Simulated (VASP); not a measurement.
Output of a VASP run:

OSZICAR:
```
       N       E                     dE             d eps       ncg     rms          rms(c)
DAV:   1    -0.321148974903E+01   -0.32115E+01   -0.70269E+03  1320   0.126E+03
DAV:   2    -0.495391778638E+02   -0.46328E+02   -0.43573E+02  1436   0.216E+02
DAV:   3    -0.509466068709E+02   -0.14074E+01   -0.13867E+01  1538   0.297E+01
DAV:   4    -0.509554810190E+02   -0.88741E-02   -0.88676E-02  1458   0.235E+00
DAV:   5    -0.509555410968E+02   -0.60078E-04   -0.60065E-04  1483   0.175E-01    0.214E+01
DAV:   6    -0.489404407696E+02    0.20151E+01   -0.21634E+00  1440   0.125E+01    0.152E+01
DAV:   7    -0.487558191757E+02    0.18462E+00   -0.48045E-01  1503   0.696E+00    0.307E+00
DAV:   8    -0.490332106315E+02   -0.27739E+00   -0.44569E-01  1316   0.711E+00    0.250E+00
DAV:   9    -0.489643950683E+02    0.68816E-01   -0.15159E-01  1392   0.358E+00    0.170E-01
DAV:  10    -0.489911400572E+02   -0.26745E-01   -0.15489E-02  1325   0.138E+00    0.185E-01
DAV:  11    -0.489920479252E+02   -0.90787E-03   -0.89717E-04  1468   0.283E-01    0.602E-02
DAV:  12    -0.489912877003E+02    0.76022E-03   -0.75020E-04  1349   0.333E-01    0.571E-02
DAV:  13    -0.489913852669E+02   -0.97567E-04   -0.20553E-04  1313   0.160E-01    0.162E-02
DAV:  14    -0.489913965821E+02   -0.11315E-04   -0.13631E-05  1493   0.377E-02    0.342E-02
DAV:  15    -0.489913869110E+02    0.96711E-05   -0.95582E-06  1461   0.221E-02    0.907E-03
DAV:  16    -0.489913855107E+02    0.14003E-05   -0.26727E-06  1334   0.143E-02    0.183E-03
DAV:  17    -0.489913853190E+02    0.19171E-06   -0.74215E-08   670   0.277E-03
   1 F= -.48991385E+02 E0= -.48990804E+02  d E =-.489914E+02
       N       E                     dE             d eps       ncg     rms          rms(c)
DAV:   1    -0.490041474478E+02   -0.12762E-01   -0.23369E-01  1232   0.543E+00    0.803E-01
DAV:   2    -0.489978675121E+02    0.62799E-02   -0.10690E-02  1283   0.109E+00    0.461E-01
DAV:   3    -0.489946926378E+02    0.31749E-02   -0.78906E-03  1406   0.947E-01    0.211E-01
DAV:   4    -0.489948205215E+02   -0.12788E-03   -0.30521E-04  1403   0.181E-01    0.191E-01
DAV:   5    -0.489947170804E+02    0.10344E-03   -0.95161E-05  1415   0.797E-02    0.887E-02
DAV:   6    -0.489947280465E+02   -0.10966E-04   -0.23371E-04  1313   0.178E-01    0.209E-02
DAV:   7    -0.489948203215E+02   -0.92275E-04   -0.11714E-04  1259   0.120E-01    0.128E-02
DAV:   8    -0.489948267144E+02   -0.63929E-05   -0.69657E-06  1403   0.285E-02    0.450E-03
DAV:   9    -0.489948257149E+02    0.99955E-06   -0.17138E-07   664   0.524E-03
   2 F= -.48994826E+02 E0= -.48994199E+02  d E =-.344040E-02
       N       E                     dE             d eps       ncg     rms          rms(c)
DAV:   1    -0.489958191368E+02   -0.99242E-03   -0.12450E-02  1232   0.125E+00    0.186E-01
DAV:   2    -0.489954162316E+02    0.40291E-03   -0.57600E-04  1301   0.253E-01    0.107E-01
DAV:   3    -0.489951690068E+02    0.24722E-03   -0.41911E-04  1403   0.219E-01    0.478E-02
DAV:   4    -0.489951740785E+02   -0.50717E-05   -0.16185E-05  1403   0.415E-02    0.438E-02
DAV:   5    -0.489951714687E+02    0.26098E-05   -0.42691E-06  1379   0.171E-02    0.220E-02
DAV:   6    -0.489951717699E+02   -0.30117E-06   -0.13090E-05  1334   0.414E-02    0.501E-03
DAV:   7    -0.489951798482E+02   -0.80783E-05   -0.61932E-06  1253   0.274E-02    0.336E-03
DAV:   8    -0.489951791994E+02    0.64876E-06   -0.39507E-07   640   0.694E-03
   3 F= -.48995179E+02 E0= -.48994548E+02  d E =-.379388E-02
```

### OUTCAR
```
------------------------ aborting loop because EDIFF is reached ----------------------------------------
  FORCE on cell =-STRESS in cart. coord.  units (eV):
  Direction    XX          YY          ZZ          XY          YZ          ZX
  --------------------------------------------------------------------------------------
  Total       -0.0156179     -0.0156179     -0.0481571      0.0000000     -0.0000000      0.0000000
  in kB       -0.7097896     -0.7097894     -2.1886073      0.0000000     -0.0000000      0.0000000
  external PRESSURE =      -1.2027288 kB  Pullay stress =       0.0000000 kB
  volume of cell :       35.25
      direct lattice vectors                 reciprocal lattice vectors
     3.183044669  0.000000000  0.000000000     0.314164614  0.181383047  0.000000000
    -1.591522334  2.756597198  0.000000000     0.000000000  0.362766095  0.000000000
     0.000000000 -0.000000000  4.017787071     0.000000000 -0.000000000  0.248893230
 POSITION                                       TOTAL-FORCE (eV/Angst)
 -----------------------------------------------------------------------------------
     -0.00000      0.00000      0.00000        -0.000000      0.000000      0.000000
     -0.00000      1.83773      2.00889        -0.000000     -0.000000      0.000000
      1.59152      0.91886      2.00889         0.000000     -0.000000      0.000000
 -----------------------------------------------------------------------------------
    total drift:                                0.000000      0.000000      0.000000
  FREE ENERGIE OF THE ION-ELECTRON SYSTEM (eV)
  ---------------------------------------------------
  free  energy   TOTEN  =       -48.9951791994 eV

  energy  without entropy=      -48.9932858497  energy(sigma->0) =      -48.99454808

 reached required accuracy - stopping structural energy minimisation
```
(Selected blocks of OUTCAR.)

**POSCAR**
```
YbB2
1
    3.1655024442     0.0000000000     0.0000000000
   -1.5827512221     2.7414051914     0.0000000000
    0.0000000000    -0.0000000000     3.9965399620
Yb B
1 2
Direct
  0.0000000000   0.0000000000   0.0000000000
  0.3333330000   0.6666670000   0.5000000000
  0.6666670000   0.3333330000   0.5000000000
```

Problem. Write an INCAR and KPOINTS that could have produced this output.

Solution. Several could match; the one computed here: the input of the run itself, r2SCAN+rVV10, plane waves, VASP's PBE PAW potentials (set 64).

INCAR:
```
ALGO = Normal
BPARAM = 11.95
CPARAM = 0.0093
EDIFF = 1E-6
EDIFFG = -0.02
ENCUT = 520
IBRION = 2
ISIF = 3
ISMEAR = 1
LASPH = T
LCHARG = F
LMAXMIX = 6
LMIXTAU = T
LREAL = F
LUSE_VDW = T
LWAVE = F
METAGGA = R2SCAN
NELM = 100
NSW = 60
PREC = Accurate
SIGMA = 0.1
SYSTEM = YbB2
```

### KPOINTS
```
kpoints
0
G
  10 10 7
0 0 0
```

POTCAR, in this order: Yb_2 B (PBE.64 set). Program: vasp_std.

The 4f electrons are frozen in the core of the lanthanide potential, so 4f levels, which can set the real gap, and their magnetism are missing.

The structure comes from a measured YbB2 entry (P6/mmm) of the Crystallography Open Database, whose conditions weren't checked. This run relaxes it. Symmetry was kept, so distortions that lower it aren't found. The start is the result of an earlier pass.
